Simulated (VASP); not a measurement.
Runs of VASP 6.6.1 on F2CH2. The cell holds a molecule in a box, 5 atoms: a = 12.000 Å, b = 11.000 Å, c = 11.000 Å, α = 90.00°, β = 90.00°, γ = 90.00°. 

| level | potentials or basis | cutoff (eV) | grid for exact exchange (PRECFOCK) | screening parameter | exchange at q = 0 | gap on the mesh (eV) | largest force (eV/Å) |
| --- | --- | --- | --- | --- | --- | --- | --- |
| HSE06 | VASP PAW PBE potentials, release 64 (F_h, C_h, H_h) | 900 | Fast | 0.2 1/A | - | (c) | (b) |
| LDA | VASP PAW LDA potentials, release 64 (F, C, H) | 520 | - | - | - | 7.68 | (a) |
| PBE0 | VASP PAW PBE potentials, release 64 (F_s, C_s, H_s) | 400 | Fast | - | default | 9.69 | 1.68 |
| RPBE+D3(BJ) | VASP PAW PBE potentials, release 64 (F_h, C_h, H_h) | 900 | - | - | - | 7.45 | 1.14 |
| BLYP+D3(BJ) | VASP PAW PBE potentials, release 64 (F, C, H) | 520 | - | - | - | 7.59 | 1.54 |

Alike in all rows: task single point; no spin polarisation; cell as given; k mesh 1 × 1 × 1; smearing gaussian 0.01 eV.

Q: Fill in the values left out.

A: (a) 0.39; (b) 0.11; (c) 9.12.

Caveats: the PAW data sets were made with another functional, which shifts forces and pressure a little (some runs).

Runs at the PBE level aren't shown here.
